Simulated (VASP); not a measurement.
Runs of VASP 6.6.1 on PtSe2. The structure is trigonal, space group P-3m1 (No. 164). Conventional cell: a = 3.758 Å, b = 3.758 Å, c = 4.870 Å, α = 90.00°, β = 90.00°, γ = 120.00°. Pt (site symmetry -3m) has 6 Se at 2.51 Å as nearest neighbours. Se (site symmetry 3m) has 3 Pt at 2.51 Å as nearest neighbours. The cell is a database's computed one.

```tsv
level	k mesh	cutoff (eV)	smearing	gap on the mesh (eV)	pressure (GPa)	largest force (eV/Å)
PBEsol	9 × 9 × 6	900	gaussian 0.1 eV	none	0.0	0.01
r2SCAN	9 × 9 × 6	520	gaussian 0.1 eV	none	(a)	0.01
PBEsol	9 × 9 × 6	700	gaussian 0.1 eV	none	0.0	0.01
PBEsol	9 × 9 × 6	520	gaussian 0.5 eV	none	0.1	0.02
PBEsol	12 × 12 × 8	520	gaussian 0.1 eV	none	0.0	0.01
```

Alike in all rows: task single point; potentials or basis VASP PAW PBE potentials, release 64 (Pt, Se); no spin polarisation; cell as given.

Task: Fill in the values left out.

Result: (a) 2.9.

Caveats: the PAW data sets were made with another functional, which shifts forces and pressure a little.

A k mesh can miss the band edges, and the runs leave out spin-orbit coupling on Pt, Se.

A gap of «none» marks a metal or a gap under the smearing width.

Not every run made on this cell is shown here.
